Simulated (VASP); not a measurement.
Calculation: LDA (Ceperley-Alder, Perdew-Zunger), VASP's LDA PAW potentials (set 64) (plane waves; VASP).

VASP ran on this input.

**KPOINTS**
```
kpoints
0
Gamma
 14 14 14
0 0 0
```

### POSCAR
```
RuAl
1
    2.9547297838     0.0000000000     0.0000000000
    0.0000000000     2.9547297838     0.0000000000
    0.0000000000     0.0000000000     2.9547297838
Al Ru
1 1
Direct
  0.5000000000   0.5000000000   0.5000000000
  0.0000000000   0.0000000000   0.0000000000
```

**INCAR**
```
ALGO = Normal
EDIFF = 1E-7
ENCUT = 400
ISIF = 2
ISMEAR = -5
LASPH = .TRUE.
LCHARG = .TRUE.
LMAXMIX = 4
LORBIT = 11
LREAL = .FALSE.
LWAVE = .FALSE.
NEDOS = 601
NELM = 100
PREC = Accurate
SYSTEM = RuAl
```

POTCAR, in this order: Al Ru_pv (LDA.64 set). Program: vasp_std.

The resulting files:

OSZICAR:
```
       N       E                     dE             d eps       ncg     rms          rms(c)
DAV:   1     0.887013639311E+02    0.88701E+02   -0.83109E+03  3048   0.109E+03
DAV:   2    -0.151676545897E+02   -0.10387E+03   -0.99816E+02  3196   0.307E+02
DAV:   3    -0.168630996878E+02   -0.16954E+01   -0.16730E+01  3412   0.412E+01
DAV:   4    -0.168789279418E+02   -0.15828E-01   -0.15811E-01  3384   0.398E+00
DAV:   5    -0.168793154041E+02   -0.38746E-03   -0.38729E-03  3680   0.487E-01    0.134E+01
DAV:   6    -0.162741701052E+02    0.60515E+00   -0.34954E+00  3048   0.216E+01    0.250E+00
DAV:   7    -0.162001604118E+02    0.74010E-01   -0.27149E-01  3040   0.625E+00    0.233E+00
DAV:   8    -0.161792016485E+02    0.20959E-01   -0.21707E-02  3132   0.132E+00    0.220E-01
DAV:   9    -0.161790239524E+02    0.17770E-03   -0.31892E-04  3460   0.165E-01    0.139E-01
DAV:  10    -0.161790065267E+02    0.17426E-04   -0.30037E-05  3480   0.736E-02    0.109E-02
DAV:  11    -0.161790051644E+02    0.13623E-05   -0.20838E-06  3476   0.194E-02    0.607E-03
DAV:  12    -0.161790053694E+02   -0.20493E-06   -0.62096E-08  1824   0.296E-03    0.357E-04
DAV:  13    -0.161790053910E+02   -0.21668E-07   -0.77701E-09  1556   0.874E-04
   1 F= -.16179005E+02 E0= -.16179005E+02  d E =0.000000E+00
```

File OUTCAR:
```
------------------------ aborting loop because EDIFF is reached ----------------------------------------
  FORCE on cell =-STRESS in cart. coord.  units (eV):
  Direction    XX          YY          ZZ          XY          YZ          ZX
  --------------------------------------------------------------------------------------
  Total       -0.0229603     -0.0229603     -0.0229603     -0.0000000     -0.0000000      0.0000000
  in kB       -1.4260500     -1.4260500     -1.4260500     -0.0000000     -0.0000000      0.0000000
  external PRESSURE =      -1.4260500 kB  Pullay stress =       0.0000000 kB
  volume of cell :       25.80
      direct lattice vectors                 reciprocal lattice vectors
     2.954729784  0.000000000  0.000000000     0.338440424  0.000000000  0.000000000
     0.000000000  2.954729784  0.000000000     0.000000000  0.338440424  0.000000000
     0.000000000  0.000000000  2.954729784     0.000000000  0.000000000  0.338440424
 POSITION                                       TOTAL-FORCE (eV/Angst)
 -----------------------------------------------------------------------------------
      1.47736      1.47736      1.47736         0.000000      0.000000      0.000000
      0.00000      0.00000      0.00000         0.000000      0.000000      0.000000
 -----------------------------------------------------------------------------------
    total drift:                               -0.000000      0.000000     -0.000000
  FREE ENERGIE OF THE ION-ELECTRON SYSTEM (eV)
  ---------------------------------------------------
  free  energy   TOTEN  =       -16.1790053910 eV

  energy  without entropy=      -16.1790053910  energy(sigma->0) =      -16.17900539

 total charge

# of ion       s       p       d       tot
------------------------------------------
    1        0.402   0.443   0.000   0.845
    2        0.351   6.263   6.251  12.866
--------------------------------------------------
tot          0.753   6.706   6.251  13.711
```
(Selected blocks of OUTCAR.)

For a metal the tetrahedron method with Blöchl corrections gives inexact stress and forces.

The compound is RuAl in the CsCl type structure. It was relaxed first. The electron count is odd and the run is not spin-polarised, which forces a metal.
